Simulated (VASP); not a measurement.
Given:

```
CELL_PARAMETERS angstrom
     -1.60648     1.60648     3.90259
      1.60648    -1.60648     3.90259
      1.60648     1.60648    -3.90259
ATOMIC_POSITIONS crystal
  Si 0.66538 0.66538 0.00000
  Si 0.33462 0.33462 0.00000
  W  0.00000 0.00000 0.00000
```

Computed with r2SCAN meta-GGA, VASP's PBE PAW potentials (set 64) (plane waves; VASP). Run with 480 eV cut-off, 12×12×12 Γ-centred mesh, first-order Methfessel-Paxton smearing of 0.10 eV, potentials Si W_sv.

Each row applies one change to this cell, which was relaxed at other settings and keeps the small stress of the first row; at a fixed cut-off the stress holds a Pulay part, so it need not integrate to ΔE exactly. Stress is in GPa, positive when the cell is compressed.

```
change                                ΔE (meV/atom)    σxx    σyy    σzz  largest shear component, with its sign (GPa)  largest force (eV/Å)
------------------------------------  -------------  -----  -----  -----  --------------------------------------------  --------------------
none                                            0.0  -0.07  -0.07   0.02                                          0.00                 0.002
isotropic strain of +0.5 %                      2.2  -3.33  -3.33  -3.79                                          0.00                 0.045
atom 3 (W) moved by 0.075 Å along z            14.4   0.34   0.34   1.08                                          0.00                 1.157
atom 3 (W) moved by -0.025 Å along z            1.6  -0.02  -0.02   0.14                                          0.00                 0.384
uniaxial strain of -0.5 % along z               0.7   0.45   0.45   3.01                                          0.00                 0.014
```

Failed runs are left out, and for metals the shear rows, which the mesh's noise covers.

The compound is WSi2 in the MoSi2 type structure.
